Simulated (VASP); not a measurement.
Here is the system:

```
CELL_PARAMETERS angstrom
      0.00000     2.99124     2.99124
      2.99124     0.00000     2.99124
      2.99124     2.99124     0.00000
ATOMIC_POSITIONS crystal
  Sr 0.00000 0.00000 0.00000
```

Calculation: PBE GGA with D3 dispersion (zero damping), VASP's PBE PAW potentials (set 64) (plane waves; VASP 6.6.1). Settings: 520 eV cut-off, 8×8×8 Γ-centred mesh, Gaussian smearing of 0.050 eV, potentials Sr_sv.

Question: What does the run give for the energy per atom (σ→0), band gap (on the k-mesh) with the smallest direct gap where there is one?

Answer: 
```json
{
  "band gap (on the k-mesh)": "none (metal, semimetal or under 0.01 eV)",
  "energy per atom (σ→0)": "-1.793 eV/atom"
}
```

The absolute energy has meaning only against runs of the same code, potentials and settings.

The compound is Sr in the fcc structure. It was relaxed first.
